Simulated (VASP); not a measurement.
KZnF₃ (cubic perovskite):

```xyz
5
Lattice="4.0500 0.0000 0.0000 0.0000 4.0500 0.0000 0.0000 0.0000 4.0500" Properties=species:S:1:pos:R:3 pbc="T T T"
K      0.0000     0.0000     0.0000
Zn     2.0250     2.0250     2.0250
F      2.0250     0.0000     2.0250
F      0.0000     2.0250     2.0250
F      2.0250     2.0250     0.0000
```

The lowest empty band near Γ, direction [100], from mBJ (TB09) with spin-orbit coupling in VASP (PAW); its two spin partners are averaged. The gap over the points computed is 6.77 eV, and the next band on that side lies 3.44 eV away at the edge.

Settings: 520 eV cut-off, 6×6×6 Γ-centred mesh, Gaussian smearing of 0.050 eV, potentials K_sv Zn F.

| distance from the edge in k (1/Å) | distance in energy (meV) |
|---|---|
| 0.025 | 4.2 |
| 0.035 | 8.2 |
| 0.050 | 16.8 |
| 0.070 | 32.8 |

Fit E(1 + αE) = ħ²k²/2m* (ħ²/2m0 = 3.810 eV Å²) and predict the row at 0.095 1/Å.

The rows don't resolve α, so a parabola serves: the electron mass is m* = 0.569 m0, and so 60.5 meV. The run gave 60.7 meV, +0.2 meV from the fit.

Left out are points under 3 meV from the edge, since the levels carry 0.1 meV, and points farther than half the way to the next band.

The compound is KZnF3 in the cubic perovskite structure. The cell was not relaxed at this level.
